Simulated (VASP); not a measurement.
Given:

```yaml
crystal:
  lattice:
    - [3.14668, 0.00000, 0.00000]
    - [-1.57334, 2.72510, 0.00000]
    - [0.00000, 0.00000, 17.00245]
  atoms:
    - { symbol: W, position: [0.00000, 0.00000, 0.00000] }
    - { symbol: S, position: [0.33333, 0.66667, 0.90780] }
    - { symbol: S, position: [0.33333, 0.66667, 0.09220] }
```

Level of theory: PBEsol GGA, VASP's PBE PAW potentials (set 64) (plane waves; VASP). Settings: 400 eV cut-off, 9×9×2 Γ-centred mesh, tetrahedra with Blöchl corrections, potentials W_sv S.

The cell holds a wide vacuum, so values per volume refer to the whole cell. The cores are frozen, which limits the accuracy of field gradients.

Task: Give the principal components of the electric field gradient (V/Å²) and the asymmetry η at each nucleus.

Result: 
```
atom   Vxx   Vyy     Vzz     η
----  ----  ----  ------  ----
W1    77.3  77.3  -154.7  0.00
S2    24.3  24.3   -48.5  0.00
S3    24.3  24.3   -48.5  0.00
```

The cell is a sheet with vacuum, built from a database entry that may be metastable or hypothetical.
